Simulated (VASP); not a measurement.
```xyz
8
Lattice="6.2571 0.0000 0.0000 0.0000 6.2571 0.0000 0.0000 0.0000 6.2571" Properties=species:S:1:pos:R:3 pbc="T T T"
Cd     0.0000     0.0000     0.0000
Cd     3.1285     3.1285     0.0000
Cd     3.1285     0.0000     3.1285
Te     1.4227     1.7058     1.7058
Te     4.8343     4.5513     1.7058
Te     4.8343     1.7058     4.5513
Te     1.4227     4.5513     4.5513
Be     0.0000     3.1285     3.1285
```

Method: PBEsol GGA, VASP's PBE PAW potentials (set 64) (plane waves; VASP). Run with 400 eV cut-off, Gaussian smearing of 0.050 eV, potentials Cd Te Be.

Unless said otherwise, spin-orbit coupling is left out, though it shifts the bands of the heavy elements here.

Q: What does the run give for the band gap (along the path) with the smallest direct gap where there is one?

A: 
```
Property                               Result
------------------------------------  -------
band gap (along the path)             1.23 eV
smallest direct gap (along the path)  1.23 eV
```

Only differences to runs with the same potentials and settings are physical.

The structure was generated: BeCd3Te4 was put into an ordered model structure (P-43m), which need not be its known phase. It was relaxed first.
